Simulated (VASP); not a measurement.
In AlFe (CsCl type) the Fe atom of the primitive cell, with all its periodic images, is moved by 0.06 Å along [111].

```yaml
crystal:
  lattice:
    - [2.87000, 0.00000, 0.00000]
    - [0.00000, 2.87000, 0.00000]
    - [0.00000, 0.00000, 2.87000]
  atoms:
    - { symbol: Fe, position: [0.01207, 0.01207, 0.01207] }
    - { symbol: Al, position: [0.50000, 0.50000, 0.50000] }
```
Lattice in Å, positions in fractions of it.

Theory: HSE06, plane waves, standard recommended PAW potentials (VASP).

Cutoff 381 eV; orbitals from an earlier step on the same cell; potentials Fe_pv Al; PREC = Accurate; HFSCREEN = 0.208; HFRCUT = 0; PRECFOCK = Normal; k-mesh 4×4×4 Γ-centred; Fermi–Dirac smearing of 0.1 eV; no spin polarisation.

What force results?

The force on it along the displacement is -0.4372 eV/Å, a force constant of 7.29 eV/Å². The cell stands under a pressure of -11.1 GPa, which shifts the constant from its value at the relaxed volume.

```csv
atom,Fx (eV/Å),Fy (eV/Å),Fz (eV/Å)
Fe1,-0.2524,-0.2524,-0.2524
Al2,0.2524,0.2524,0.2524
```

The k-mesh is coarse, so these values belong to this mesh and can lie far from the converged ones. Spin polarisation is left out, and a magnetic state may lie lower. Potentials made with PBE were used with another functional.
